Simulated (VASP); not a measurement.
Here is the system:

```
BaF2
1.0
    0.00000     2.98836     2.98836
    2.98836     0.00000     2.98836
    2.98836     2.98836     0.00000
Ba F
1 2
Cartesian
  0.00000   0.00000   0.00000
  1.49418   1.49418   1.49418
  4.48254   4.48254   4.48254
```

These are r2SCAN meta-GGA, VASP's PBE PAW potentials (set 64) (plane waves; VASP) values and carry that method's errors. Settings: 600 eV cut-off, 6×6×6 Γ-centred mesh, Gaussian smearing of 0.050 eV, potentials Ba_sv F.

### Question
Give the stress tensor in GPa (positive for a compressed cell).

### Answer

```
10.05   0.00   0.00
 0.00  10.05   0.00
 0.00   0.00  10.05
```
The pressure is its mean diagonal, 10.05 GPa.

The compound is BaF2 in the fluorite structure. This cell was strained or had an atom moved on purpose.
